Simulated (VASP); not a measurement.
Given:

```xyz
16
Lattice="3.7787 0.0000 0.0000 -1.8893 3.2724 0.0000 0.0000 0.0000 24.6968" Properties=species:S:1:pos:R:3 pbc="T T T"
Zn     0.0000     2.1816    18.5204
Zn     1.8893     1.0908     6.1720
Zn     0.0000     2.1816     3.0819
Zn     1.8893     1.0908    15.4303
Zn     0.0000     0.0000     0.0010
Zn     0.0000     0.0000    12.3494
Zn     1.8893     1.0908    21.6176
Zn     0.0000     2.1816     9.2692
S      0.0000     0.0000    14.6627
S      0.0000     0.0000     2.3143
S      1.8893     1.0908    23.9310
S      0.0000     2.1816    11.5826
S      0.0000     2.1816     5.3963
S      1.8893     1.0908    17.7447
S      1.8893     1.0908     8.4940
S      0.0000     2.1816    20.8424
```

Calculation: PBEsol GGA, VASP's PBE PAW potentials (set 64) (plane waves; VASP). Numerical set-up: LREAL = Auto, 300 eV cut-off, 7×7×1 Γ-centred mesh shifted by (0.5, 0.5, 0.5), Gaussian smearing of 0.010 eV, potentials Zn S.

Question: What does the run give for the energy per atom (σ→0)?

Answer: 
```json
{
  "energy per atom (σ→0)": "-3.792 eV/atom"
}
```

Total energies compare only between runs with the same potentials, cut-off and functional.

The structure comes from a computed database's ZnS entry; how it stands against other phases isn't given here. The cell was not relaxed at this level.
